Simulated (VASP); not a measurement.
# TiO2 (Rutile): the relaxed cell at several levels, part 2 of 3

Aim: relax TiO2 (Rutile) at several levels and hold each cell against experiment. The start is a cell from a database of measured crystal structures.

VASP 6.6.1, plane waves and PAW; the level of theory is named at each step.

So far. Step 2 (Relaxation with LDA): It ends with a largest force of 0.001 eV/Å and a pressure of 0.09 GPa. The volume lies -2.8 % from that of the database's start, which holds the thermal and zero-point expansion of its experiment. The conventional cell has a = 4.554 and c = 2.922 Å.

### Step 3. Relaxation with PBE

This step: PBE; plane waves and PAW (Ti_sv, O) (VASP 6.6.1).

PBE, the usual starting point, adds the gradient of the density.

INCAR reads:

```
SYSTEM = TiO2
PREC = Accurate
ENCUT = 560
EDIFF = 1E-06
NELM = 100
ISMEAR = -1
SIGMA = 0.05
LREAL = .FALSE.
ALGO = Normal
GGA = PE
NBANDS = 30
LASPH = .TRUE.
LORBIT = 11
LWAVE = .FALSE.
LCHARG = .FALSE.
KPAR = 4
IBRION = 2
NSW = 60
ISIF = 3
EDIFFG = -0.01
```

POSCAR reads:

```
TiO2
1.0
    4.5922000000      0.0000000000      0.0000000000
    0.0000000000      4.5922000000      0.0000000000
    0.0000000000      0.0000000000      2.9574000000
Ti O
2 4
Direct
    0.0000000000      0.0000000000      0.0000000000
    0.5000000000      0.5000000000      0.5000000000
    0.3049600000      0.3049600000      0.0000000000
    0.1950400000      0.8049600000      0.5000000000
    0.6950400000      0.6950400000      0.0000000000
    0.8049600000      0.1950400000      0.5000000000
```

KPOINTS reads:

```
Automatic mesh
0
Gamma
5 5 8
0 0 0
```

PAW data sets: Ti_sv and O (PBE family, release 64).

The run is started by

```console
mpirun -np 4 vasp_std
```

Log:

```text
[banner, memory and clock lines left out]
running    4 mpi-ranks, on    1 nodes
 distrk:  each k-point on    1 cores,    4 groups
 distr:  one band on    1 cores,    1 groups

 POSCAR found type information on POSCAR TiO
 POSCAR found :  2 types and       6 ions
 LDA part: xc-table for (Slater+PW92), standard interpolation
 POSCAR, INCAR and KPOINTS ok, starting setup
 FFT: planning ... GRIDC
 FFT: planning ... GRID_SOFT
 FFT: planning ... GRID
 WAVECAR not read
 entering main loop
       N       E                     dE             d eps       ncg     rms          rms(c)
DAV:   1     0.693840471177E+03    0.69384E+03   -0.25792E+04  1800   0.198E+03
DAV:   2     0.465933950408E+02   -0.64725E+03   -0.61371E+03  1926   0.573E+02
DAV:   3    -0.661047780417E+02   -0.11270E+03   -0.11002E+03  2696   0.212E+02
DAV:   4    -0.709368158095E+02   -0.48320E+01   -0.48257E+01  2490   0.455E+01
DAV:   5    -0.711190213725E+02   -0.18221E+00   -0.18216E+00  2484   0.722E+00    0.315E+01
DAV:   6    -0.541293438880E+02    0.16990E+02   -0.10271E+02  2232   0.976E+01    0.116E+01
DAV:   7    -0.538570085916E+02    0.27234E+00   -0.15039E+01  2168   0.325E+01    0.823E+00
DAV:   8    -0.537413952125E+02    0.11561E+00   -0.32160E+00  2114   0.177E+01    0.369E+00
DAV:   9    -0.536392495112E+02    0.10215E+00   -0.76495E-01  2178   0.786E+00    0.108E+00
DAV:  10    -0.536482076911E+02   -0.89582E-02   -0.78186E-02  2276   0.228E+00    0.449E-01
DAV:  11    -0.536449702620E+02    0.32374E-02   -0.16233E-02  2350   0.889E-01    0.607E-02
DAV:  12    -0.536451058414E+02   -0.13558E-03   -0.15923E-03  2094   0.433E-01    0.110E-01
DAV:  13    -0.536449700077E+02    0.13583E-03   -0.50187E-04  2206   0.236E-01    0.116E-02
DAV:  14    -0.536449767669E+02   -0.67592E-05   -0.46730E-05  2534   0.559E-02    0.164E-02
DAV:  15    -0.536449749207E+02    0.18462E-05   -0.15962E-05  2354   0.432E-02    0.205E-03
DAV:  16    -0.536449748979E+02    0.22784E-07   -0.54110E-07  1026   0.880E-03
   1 F= -.53644975E+02 E0= -.53644975E+02  d E =-.536450E+02
 curvature:   0.00 expect dE= 0.000E+00 dE for cont linesearch  0.000E+00
 trial: gam= 0.00000 g(F)=  0.302E-02 g(S)=  0.132E+00 ort = 0.000E+00 (trialstep = 0.100E+01)
 search vector abs. value=  0.135E+00
 bond charge predicted
       N       E                     dE             d eps       ncg     rms          rms(c)
DAV:   1    -0.546379542289E+02   -0.99298E+00   -0.32039E+01  2224   0.604E+01    0.893E+00
DAV:   2    -0.538044140472E+02    0.83354E+00   -0.39588E+00  2280   0.194E+01    0.366E+00
DAV:   3    -0.536517711330E+02    0.15264E+00   -0.14324E+00  2014   0.694E+00    0.199E+00
DAV:   4    -0.536082322367E+02    0.43539E-01   -0.37219E-01  2570   0.498E+00    0.675E-01
DAV:   5    -0.536165792866E+02   -0.83470E-02   -0.33789E-02  2162   0.133E+00    0.395E-01
DAV:   6    -0.536266382224E+02   -0.10059E-01   -0.21492E-02  2714   0.521E-01    0.341E-01
DAV:   7    -0.536291681543E+02   -0.25299E-02   -0.28632E-03  2616   0.310E-01    0.167E-01
DAV:   8    -0.536295581006E+02   -0.38995E-03   -0.95421E-04  2332   0.236E-01    0.219E-02
DAV:   9    -0.536295778686E+02   -0.19768E-04   -0.85343E-05  2746   0.537E-02    0.112E-02
DAV:  10    -0.536295786363E+02   -0.76769E-06   -0.81233E-06  2040   0.180E-02
   2 F= -.53629579E+02 E0= -.53629579E+02  d E =0.153963E-01
[...]
3 F= -.53674226E+02 E0= -.53674226E+02  d E =-.292516E-01
[...]
4 F= -.53674223E+02 E0= -.53674223E+02  d E =-.292478E-01
[...]
5 F= -.53676151E+02 E0= -.53676151E+02  d E =-.192859E-02
[...]
6 F= -.53676383E+02 E0= -.53676383E+02  d E =-.216027E-02
 curvature:  -0.68 expect dE=-0.358E-04 dE for cont linesearch -0.594E-05
 ZBRENT: interpolating
 opt :   1.3109  next Energy=   -53.676388 (dE=-0.217E-02)
 bond charge predicted
       N       E                     dE             d eps       ncg     rms          rms(c)
DAV:   1    -0.536764111214E+02   -0.28332E-04   -0.22165E-03  1806   0.440E-01    0.377E-02
DAV:   2    -0.536763959732E+02    0.15148E-04   -0.10889E-04  2040   0.971E-02    0.228E-02
DAV:   3    -0.536763885637E+02    0.74094E-05   -0.27071E-05  2286   0.396E-02    0.118E-02
DAV:   4    -0.536763860545E+02    0.25092E-05   -0.76143E-06  2064   0.279E-02    0.309E-03
DAV:   5    -0.536763861677E+02   -0.11318E-06   -0.12705E-06  1296   0.945E-03
   7 F= -.53676386E+02 E0= -.53676386E+02  d E =-.216346E-02
 curvature:  -0.63 expect dE=-0.199E-04 dE for cont linesearch -0.300E-07
 trial: gam= 0.01389 g(F)=  0.106E-05 g(S)=  0.307E-04 ort = 0.126E-04 (trialstep = 0.972E+00)
 search vector abs. value=  0.327E-04
 reached required accuracy - stopping structural energy minimisation
```

Wall time 56 s (4 MPI ranks of Intel Xeon Platinum 8488C (Sapphire Rapids), shared host); peak memory 0.83 GiB.

Parts of OUTCAR (step 3):

```text
 Found     30 irreducible k-points:

   NELECT =      48.0000    total number of electrons

 E-fermi :   5.4416

 k-point     1 :       0.0000    0.0000    0.0000
  band No.  band energies     occupation
    ...
     20       2.6674      2.00000
     21       3.8906      2.00000
     22       4.1273      2.00000
     23       4.1273      2.00000
     24       4.5616      2.00000
     25       6.3842      0.00000
     26       6.6654      0.00000
     27       6.9335      0.00000
     28       7.0118      0.00000
     29       7.0118      0.00000
    ...

 k-point     2 :       0.2000    0.0000    0.0000
  band No.  band energies     occupation
    ...
     20       2.6934      2.00000
     21       3.4643      2.00000
     22       3.6601      2.00000
     23       3.8538      2.00000
     24       4.4251      2.00000
     25       6.5831      0.00000
     26       6.9086      0.00000
     27       7.1536      0.00000
     28       7.1971      0.00000
     29       7.2046      0.00000
    ...

  Total        0.0297495      0.0297495      0.0452328      0.0000000      0.0000000      0.0000000
  in kB        0.7443860      0.7443860      1.1318064      0.0000000      0.0000000      0.0000000
  external PRESSURE =       0.8735261 kB  Pullay stress =       0.0000000 kB

  energy-cutoff  :      560.00
  volume of cell :       64.03
      direct lattice vectors                 reciprocal lattice vectors
     4.645593165  0.000000000  0.000000000     0.215257765 -0.000000000  0.000000000
     0.000000000  4.645593165  0.000000000    -0.000000000  0.215257765  0.000000000
     0.000000000  0.000000000  2.966945470     0.000000000  0.000000000  0.337046976

 POSITION                                       TOTAL-FORCE (eV/Angst)
 -----------------------------------------------------------------------------------
      0.00000      0.00000      0.00000         0.000000      0.000000     -0.000000
      2.32280      2.32280      1.48347         0.000000      0.000000     -0.000000
      1.41678      1.41678      0.00000         0.001657      0.001657      0.000000
      0.90602      3.73958      1.48347        -0.001657      0.001657      0.000000
      3.22881      3.22881      0.00000        -0.001657     -0.001657     -0.000000
      3.73958      0.90602      1.48347         0.001657     -0.001657     -0.000000
 -----------------------------------------------------------------------------------
    total drift:                                0.000000     -0.000000     -0.000000

  FREE ENERGIE OF THE ION-ELECTRON SYSTEM (eV)
  ---------------------------------------------------
  free  energy   TOTEN  =       -53.6763861677 eV

  energy  without entropy=      -53.6763861669  energy(sigma->0) =      -53.67638617

 total charge
# of ion       s       p       d       tot
------------------------------------------
    1        2.215   6.285   1.692  10.193
    2        2.215   6.285   1.692  10.193
    3        1.570   3.490   0.000   5.059
    4        1.570   3.490   0.000   5.059
    5        1.570   3.490   0.000   5.059
    6        1.570   3.490   0.000   5.059
--------------------------------------------------
tot         10.709  26.529   3.384  40.622

[... 9 parts as in an earlier step ...]

[... 5 further parts left out ...]
```

CONTCAR:

```
TiO2
   1.00000000000000
     4.6455931654810163    0.0000000000000000    0.0000000000000000
     0.0000000000000000    4.6455931654810163    0.0000000000000000
     0.0000000000000000    0.0000000000000000    2.9669454704980751
  Ti              O
     2     4
Direct
     0.0000000000000000    0.0000000000000000    0.0000000000000000
     0.5000000000000000    0.5000000000000000    0.5000000000000000
     0.3049729016074968    0.3049729016074968    0.0000000000000000
     0.1950270983925033    0.8049729016074968    0.5000000000000000
     0.6950270983925032    0.6950270983925032    0.0000000000000000
     0.8049729016074968    0.1950270983925033    0.5000000000000000
```

The steps of the relaxation:

```tsv
step	energy less that of the first step (eV)	largest force (eV/Å)	pressure (GPa)	volume (Å³)
1	0.0000	0.1250	6.01	62.37
2	0.0154	0.2414	-6.68	65.95
3	-0.0293	0.0492	-0.02	63.94
4	-0.0292	0.0458	0.08	63.91
5	-0.0312	0.0176	0.10	63.99
6	-0.0314	0.0001	0.09	64.04
7	-0.0314	0.0023	0.09	64.03
```

```tsv
conventional cell, symmetrised	before	after	change
a (Å)	4.592	4.646	+1.2 %
b (Å)	4.592	4.646	+1.2 %
c (Å)	2.957	2.967	+0.3 %
volume (Å³/atom)	10.39	10.67	+2.7 %
```

Final coordinates:

```xyz
6
Lattice="4.6456 0.0000 0.0000 0.0000 4.6456 0.0000 0.0000 0.0000 2.9669" Properties=species:S:1:pos:R:3 pbc="T T T"
Ti    0.0000    0.0000    0.0000
Ti    2.3228    2.3228    1.4835
O     1.4168    1.4168    0.0000
O     0.9060    3.7396    1.4835
O     3.2288    3.2288    0.0000
O     3.7396    0.9060    1.4835
```

This step gave:

- free energy (TOTEN): -53.6764 eV
- Fermi energy: 5.442 eV
- pressure: 0.08735 GPa
- SCF cycles over all ionic steps: 61
- gap on the k-mesh: 1.823 eV
- least direct gap on the k-mesh: 1.823 eV

It ends at 10.67 Å³/atom, +2.7 % from the start, with 0.09 GPa left. The conventional cell has a = 4.646 and c = 2.967 Å.

### Step 4. Relaxation with r2SCAN

This step: r2SCAN; plane waves and PAW (Ti_sv, O) (VASP 6.6.1).

r2SCAN adds the kinetic-energy density, costs more than a GGA and is run with LASPH.

INCAR, as its differences from that of step 3:

```diff
@@ -9,5 +9,5 @@
 ALGO = Normal
-GGA = PE
+METAGGA = R2SCAN
+LASPH = .TRUE.
 NBANDS = 30
-LASPH = .TRUE.
 LORBIT = 11
```

POSCAR is that of step 3.

KPOINTS is that of step 3.

The run is started by

```console
mpirun -np 4 vasp_std
```

Log:

```text
[banner, memory and clock lines left out]
running    4 mpi-ranks, on    1 nodes
[...]
[... a notice as in an earlier step ...]

 LDA part: xc-table for (None), standard interpolation
 POSCAR, INCAR and KPOINTS ok, starting setup
[...]
entering main loop
       N       E                     dE             d eps       ncg     rms          rms(c)
DAV:   1     0.689613199812E+03    0.68961E+03   -0.26130E+04  1800   0.202E+03
DAV:   2     0.183990435197E+02   -0.67121E+03   -0.63863E+03  1924   0.589E+02
DAV:   3    -0.962302076936E+02   -0.11463E+03   -0.11085E+03  2690   0.218E+02
DAV:   4    -0.101738100898E+03   -0.55079E+01   -0.54994E+01  2510   0.478E+01
[...]
DAV:  13    -0.697982610130E+02    0.57162E-04   -0.67910E-04  2498   0.187E-01    0.245E-02
DAV:  14    -0.697982531571E+02    0.78559E-05   -0.30217E-05  2084   0.438E-02    0.120E-02
DAV:  15    -0.697982524029E+02    0.75415E-06   -0.78087E-06  2290   0.271E-02
   1 F= -.69798252E+02 E0= -.69798252E+02  d E =-.697983E+02
[... from here on, the cycles between the ionic steps are left out ...]
   2 F= -.69796510E+02 E0= -.69796510E+02  d E =0.174228E-02
   3 F= -.69799935E+02 E0= -.69799935E+02  d E =-.168221E-02
   4 F= -.69799935E+02 E0= -.69799935E+02  d E =-.168249E-02
   5 F= -.69800017E+02 E0= -.69800017E+02  d E =-.820072E-04
 trial-energy change:   -0.000082  1 .order   -0.000083   -0.000147   -0.000019
 step:   1.0140(harm=  1.0140)  dis= 0.00078  next Energy=   -69.800019 (dE=-0.844E-04)
 reached required accuracy - stopping structural energy minimisation
```

It took 95 s on 4 MPI ranks; peak memory 0.81 GiB.

Parts of OUTCAR (step 4):

```text
  Total        0.0093714      0.0093714     -0.0199220      0.0000000      0.0000000      0.0000000
  in kB        0.2395222      0.2395222     -0.5091853      0.0000000      0.0000000      0.0000000
  external PRESSURE =      -0.0100469 kB  Pullay stress =       0.0000000 kB

 POSITION                                       TOTAL-FORCE (eV/Angst)
 -----------------------------------------------------------------------------------
      4.60105     -0.00000      0.00000         0.000000      0.000000     -0.000000
      2.30052      2.30052      1.48056         0.000000      0.000000     -0.000000
      1.40127      1.40127      2.96111        -0.000524     -0.000524      0.000000
      0.89926      3.70179      1.48056         0.000524     -0.000524     -0.000000
      3.19978      3.19978      0.00000         0.000524      0.000524     -0.000000
      3.70179      0.89926      1.48056        -0.000524      0.000524     -0.000000
 -----------------------------------------------------------------------------------
    total drift:                                0.000000      0.000000     -0.000000

  FREE ENERGIE OF THE ION-ELECTRON SYSTEM (eV)
  ---------------------------------------------------
  free  energy   TOTEN  =       -69.8000169016 eV

  energy  without entropy=      -69.8000169016  energy(sigma->0) =      -69.80001690

[... 2 parts as in an earlier step ...]

[... 2 further parts left out ...]
[key lines of the parts left out:]
E-fermi :   5.4759
```

The PAW data sets were made with PBE, which is usual practice but a small mismatch for other functionals.

The steps of the relaxation:

```tsv
step	energy less that of the first step (eV)	largest force (eV/Å)	pressure (GPa)	volume (Å³)
1	0.0000	0.0834	1.38	62.37
2	0.0017	0.0660	-2.02	63.18
3	-0.0017	0.0209	-0.05	62.70
4	-0.0017	0.0194	-0.08	62.70
5	-0.0018	0.0007	0.00	62.69
```

```tsv
conventional cell, symmetrised	before	after	change
a (Å)	4.592	4.601	+0.2 %
b (Å)	4.592	4.601	+0.2 %
c (Å)	2.957	2.961	+0.1 %
volume (Å³/atom)	10.39	10.45	+0.5 %
```

The relaxed structure:

```
Ti O
1.0
     4.60105    0.00000    0.00000
     0.00000    4.60105    0.00000
     0.00000    0.00000    2.96111
Ti O
2 4
Direct
  0.00000 0.00000 0.00000
  0.50000 0.50000 0.50000
  0.30455 0.30455 0.00000
  0.19545 0.80455 0.50000
  0.69545 0.69545 0.00000
  0.80455 0.19545 0.50000
```

It ends at 10.45 Å³/atom, +0.5 % from the start, with 0.00 GPa left. The conventional cell has a = 4.601 and c = 2.961 Å.

### Step 5. Relaxation with PBE + D3(BJ)

This step: PBE with D3(BJ); plane waves and PAW (Ti_sv, O) (VASP 6.6.1).

A dispersion term adds the long-range attraction that semilocal functionals lack. D3 with Becke-Johnson damping keeps a finite attraction at short range.

INCAR, as its differences from that of step 4:

```diff
@@ -9,5 +9,6 @@
 ALGO = Normal
-METAGGA = R2SCAN
+GGA = PE
+IVDW = 12
+NBANDS = 30
 LASPH = .TRUE.
-NBANDS = 30
 LORBIT = 11
```

POSCAR is that of step 4.

KPOINTS is that of step 4.

The run is started by

```console
mpirun -np 4 vasp_std
```

Log:

```text
[... set-up lines as in an earlier step ...]
 entering main loop
       N       E                     dE             d eps       ncg     rms          rms(c)
[... 16 cycles as in an earlier step ...]
   1 F= -.55138389E+02 E0= -.55138389E+02  d E =-.551384E+02
[...]
2 F= -.55136587E+02 E0= -.55136587E+02  d E =0.180144E-02
[...]
3 F= -.55142547E+02 E0= -.55142547E+02  d E =-.415809E-02
[...]
4 F= -.55143014E+02 E0= -.55143014E+02  d E =-.467619E-03
[...]
5 F= -.55143032E+02 E0= -.55143032E+02  d E =-.485222E-03
[...]
reached required accuracy - stopping structural energy minimisation
```

Elapsed: 27 s, on 4 MPI ranks; peak memory 0.86 GiB.

Parts of OUTCAR (step 5):

```text
 Edisp (eV)   -1.48080

 Edisp (eV)   -1.48096

  Total       0.01139     0.01139    -0.00105     0.00000     0.00000     0.00000
  in kB       0.29013     0.29013    -0.02677     0.00000     0.00000     0.00000
  external pressure =        0.18 kB  Pullay stress =        0.00 kB

 POSITION                                       TOTAL-FORCE (eV/Angst)
 -----------------------------------------------------------------------------------
      0.00000      0.00000      0.00000         0.000000      0.000000     -0.000000
      2.30533      2.30533      1.47886         0.000000      0.000000     -0.000000
      1.40273      1.40273      0.00000         0.003211      0.003211     -0.000000
      0.90260      3.70806      1.47886        -0.003211      0.003211     -0.000000
      3.20793      3.20793      0.00000        -0.003211     -0.003211      0.000000
      3.70806      0.90260      1.47886         0.003211     -0.003211      0.000000
 -----------------------------------------------------------------------------------
    total drift:                                0.000000      0.000000      0.000000

  FREE ENERGIE OF THE ION-ELECTRON SYSTEM (eV)
  ---------------------------------------------------
  free  energy   TOTEN  =       -55.1430319414 eV

  energy  without entropy=      -55.1430319407  energy(sigma->0) =      -55.14303194

[... 2 parts as in an earlier step ...]

[... 2 further parts left out ...]
[key lines of the parts left out:]
E-fermi :   5.6636
```

The steps of the relaxation:

```tsv
step	energy less that of the first step (eV)	largest force (eV/Å)	pressure (GPa)	volume (Å³)
1	0.0000	0.1287	2.04	62.37
2	0.0018	0.0860	-2.64	63.57
3	-0.0042	0.0284	-0.15	62.91
4	-0.0046	0.0015	-0.05	62.88
5	-0.0046	0.0045	0.02	62.88
```

```tsv
conventional cell, symmetrised	before	after	change
a (Å)	4.592	4.611	+0.4 %
b (Å)	4.592	4.611	+0.4 %
c (Å)	2.957	2.958	+0.0 %
volume (Å³/atom)	10.39	10.48	+0.8 %
```

Final coordinates:

```xyz
6
Lattice="4.6107 0.0000 0.0000 0.0000 4.6107 0.0000 0.0000 0.0000 2.9577" Properties=species:S:1:pos:R:3 pbc="T T T"
Ti    0.0000    0.0000    0.0000
Ti    2.3053    2.3053    1.4789
O     1.4027    1.4027    0.0000
O     0.9026    3.7081    1.4789
O     3.2079    3.2079    0.0000
O     3.7081    0.9026    1.4789
```

It ends at 10.48 Å³/atom, +0.8 % from the start, with 0.02 GPa left. The conventional cell has a = 4.611 and c = 2.958 Å. Against plain PBE, the dispersion term moves a by -0.8 % and c by -0.3 %.

[end of part 2 of 3]

[Lines on the potential files, build, host, timing and source positions are cut from VASP's logs without a mark.]

[Logs are printed without paths, hosts, clocks, repeated set-up lines and the standing remarks that a program may print on its own settings, such as how far it seeks lower states.]

[Hosts, paths, dates, database ids (printed as entryN), source tags and the programs' standing remarks are cut or masked in the printed files.]

[A measured line is paired with the nearest computed mode of its activity, which favours agreement.]
